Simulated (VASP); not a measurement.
Given:

```
AsB
1.0
    4.78641     0.00000     0.00000
    0.00000     3.38450     0.00000
    0.00000     0.00000    25.17360
B As
6 6
Cartesian
  4.55874   0.00000  16.44757
  2.45166   1.69225  15.14392
  0.05667   0.00000  13.42015
  2.44988   1.69225  11.75345
  0.05846   0.00000  10.02968
  2.16554   1.69225   8.72603
  1.27878   0.00000  15.12991
  3.56155   1.69225  16.98896
  1.25521   0.00000  11.72583
  3.64841   1.69225  13.44777
  1.16835   0.00000   8.18464
  3.67198   1.69225  10.04369
```

The numbers are results of r2SCAN meta-GGA, VASP's PBE PAW potentials (set 64) (plane waves; VASP), not measurements. Numerical set-up: PREC = Normal, 450 eV cut-off, 4×6×1 Γ-centred mesh, Gaussian smearing of 0.050 eV, potentials B As.

**Question.** Estimate the energy per atom (σ→0).

**Answer.** 
```yaml
energy per atom (σ→0): -10.858 eV/atom
```

Only differences to runs with the same potentials and settings are physical.

The cell is a thin slab with vacuum, built from BAs (zinc blende): (110) face.
